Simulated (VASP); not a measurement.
Crystal: CsLiCr2Te2S3.

```
CELL_PARAMETERS angstrom
3.42162 -5.18069 0.00784
3.42162 5.18069 0.00784
-2.90411 0.00000 7.43093
ATOMIC_POSITIONS crystal
Cs 0.09374 0.09374 0.00853
Li 0.58875 0.58875 0.55336
Cr 0.05646 0.46755 0.55790
Cr 0.46755 0.05646 0.55790
Te 0.56486 0.87357 0.29035
Te 0.87357 0.56486 0.29035
S 0.81151 0.39697 0.73347
S 0.39697 0.81151 0.73347
S 0.21404 0.21404 0.48371
```

The cell was built by a generator and needn't be a form met in nature.

| Property | Result |
| --- | --- |
| Program | VASP 6.6.1 |
| Task | relaxation of cell and atoms |
| Functional | PBE |
| Dispersion | D3 |
| Potentials or basis | VASP PAW PBE potentials, release 64 (Cs_sv, Li_sv, Cr_pv, Te, S) |
| Cutoff | 600 eV |
| k mesh | 5 × 5 × 4 |
| Occupations | fermi-dirac, width 0.05 eV |
| Spin | collinear spin, ferromagnetic start |
| Starting moments | [0.0, 0.0, 3.0, 3.0, 0.0, 0.0, 0.0, 0.0, 0.0] μB |

At the start: pressure -0.8 GPa; volume 29.30 Å³/atom.

Where does the relaxation end?

Over 22 steps the energy falls by 8.0 meV/atom and the volume is 27.43 Å³/atom (-6.4 %); space group Cm (No. 8, to 0.05 Å); moment 4.04 μB per cell.

Step by step:
| step | energy change (eV) | largest force (eV/Å) | pressure (GPa) | volume (Å³) |
| --- | --- | --- | --- | --- |
| 1 | 0.0000 | 0.1214 | -0.84 | 263.68 |
| 2 | -0.0176 | 0.2059 | 0.05 | 257.83 |
| 3 | -0.0176 | 0.2074 | 0.02 | 257.80 |
| 4 | -0.0260 | 0.1684 | 0.03 | 256.59 |
| 5 | -0.0426 | 0.1560 | 0.02 | 252.98 |
| 6 | -0.0379 | 0.3137 | 0.13 | 245.85 |
| 7 | -0.0467 | 0.2230 | 0.05 | 249.99 |
| 8 | -0.0536 | 0.1085 | 0.02 | 249.06 |
| 9 | -0.0560 | 0.1386 | 0.00 | 248.12 |
| 10 | -0.0602 | 0.1107 | 0.03 | 247.70 |
| 11 | -0.0646 | 0.1420 | 0.11 | 246.82 |
| 12 | -0.0685 | 0.0561 | 0.00 | 247.29 |
| 13 | -0.0689 | 0.0562 | -0.05 | 247.49 |
| 14 | -0.0699 | 0.0483 | 0.00 | 247.29 |
| 15 | -0.0701 | 0.0589 | 0.05 | 247.10 |
| 16 | -0.0708 | 0.0314 | 0.00 | 247.32 |
| 17 | -0.0709 | 0.0370 | -0.01 | 247.44 |
| 18 | -0.0714 | 0.0233 | -0.03 | 247.41 |
| 19 | -0.0716 | 0.0484 | -0.04 | 247.36 |
| 20 | -0.0719 | 0.0340 | -0.03 | 247.16 |
| 21 | -0.0720 | 0.0213 | 0.01 | 246.83 |
| 22 | -0.0720 | 0.0193 | 0.02 | 246.88 |

Final structure:
```yaml
crystal:
  lattice:
    - [3.38132, -5.12546, 0.07294]
    - [3.38132, 5.12546, 0.07294]
    - [-2.72625, 0.00000, 7.06374]
  atoms:
    - { symbol: Cs, position: [0.10260, 0.10260, 0.99194] }
    - { symbol: Li, position: [0.58631, 0.58631, 0.55707] }
    - { symbol: Cr, position: [0.06079, 0.47513, 0.56137] }
    - { symbol: Cr, position: [0.47513, 0.06079, 0.56137] }
    - { symbol: Te, position: [0.55719, 0.86053, 0.27680] }
    - { symbol: Te, position: [0.86053, 0.55719, 0.27680] }
    - { symbol: S, position: [0.81112, 0.40389, 0.74571] }
    - { symbol: S, position: [0.40389, 0.81112, 0.74571] }
    - { symbol: S, position: [0.20989, 0.20989, 0.49224] }
```

Caveat: the cutoff is under 1.25 times the usual one of these potentials, so pressure, stress and relaxed cells hold a basis-set (Pulay) error; only a ferromagnetic start was run, and an antiferromagnetic order may lie lower in energy; pairwise dispersion overbinds metals, which lowers pressure and volume.
